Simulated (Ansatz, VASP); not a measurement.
**Two plane-wave programs on Mn3TlGa**

```
Tl Mn Ga
1.0
     0.00000    6.01004    0.00000
     6.01004    0.00000    0.00000
     3.00502    3.00502   -4.50642
Tl Mn Ga
2 6 2
Direct
  0.75000 0.25000 0.50000
  0.25000 0.75000 0.50000
  0.70000 0.20000 0.00000
  0.20000 0.30000 0.00000
  0.30000 0.80000 0.00000
  0.80000 0.70000 0.00000
  0.25000 0.25000 0.50000
  0.75000 0.75000 0.50000
  0.00000 0.00000 0.00000
  0.50000 0.50000 0.00000
```

The cell was built by a generator and needn't be a form met in nature.

Alike in both runs: task single point; functional r2SCAN; k mesh 5 × 5 × 5; occupations tetrahedron; no spin polarisation.

```csv
,VASP,Ansatz
version,VASP 6.6.1,Ansatz 0.2.0
potentials or method,"VASP PAW PBE potentials, release 64 (Tl_d, Mn_pv, Ga_d)",PAW plane waves
plane-wave cutoff (eV),520,500
valence electrons in the cell,130,142
```

```tsv
	VASP	Ansatz	Ansatz less VASP
gap on the k mesh at the Fermi level (eV)	none	none	-
pressure (GPa)	-0.4	-0.8	-0.40
largest component of the traceless stress (GPa)	4.23	4.16	-0.078
rms of the force components (eV/Å)	0.287	0.281	-0.0067
```

A gap of «none» marks a metal or a gap that the smearing closes. The two sets of potentials don't hold the same shells in valence. Ansatz warned: «band_table_not_solved_further».

Caveats: the PAW data sets were made with another functional, which shifts forces and pressure a little (VASP); tetrahedron occupations give inexact forces and stress in metals. The runs have no spin-orbit coupling, so splittings on Tl are missing. Spin polarisation is off, so any magnetic state and its effect on volume and gap are missing.
